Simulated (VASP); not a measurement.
Data:

```xyz
1
Lattice="-1.5750 1.5750 1.5750 1.5750 -1.5750 1.5750 1.5750 1.5750 -1.5750" Properties=species:S:1:pos:R:3 pbc="T T T"
Mo     0.0000     0.0000     0.0000
```

Level of theory: PBE GGA with D3 dispersion (Becke-Johnson damping), VASP's PBE PAW potentials (set 64) (plane waves; VASP). Numerical set-up: 520 eV cut-off, 15×15×15 Γ-centred mesh, first-order Methfessel-Paxton smearing of 0.10 eV, potentials Mo_sv.

Problem. The ions, cell shape and volume are relaxed. Which structure does the run end with?

Solution. 
```xyz
1
Lattice="-1.5671 1.5671 1.5671 1.5671 -1.5671 1.5671 1.5671 1.5671 -1.5671" Properties=species:S:1:pos:R:3 pbc="T T T"
Mo     0.0000     0.0000     0.0000
```
Space group Im-3m (229), at a tolerance of 0.03 Å.

Problem. How do energy and volume change from the first to the last step?

Solution. The energy (σ→0) changes by -3.1 meV/atom and the volume by -1.5 %, in 3 ionic steps.

```csv
step,E(σ→0) (eV),max force (eV/Å),pressure (GPa),volume (Å³)
1,-11.6442,0.000,-4.10,15.63
2,-11.6218,0.000,12.98,14.74
3,-11.6472,0.000,-0.07,15.39
```

The compound is Mo in the bcc structure. This run relaxes it. Symmetry was kept, so distortions that lower it aren't found.
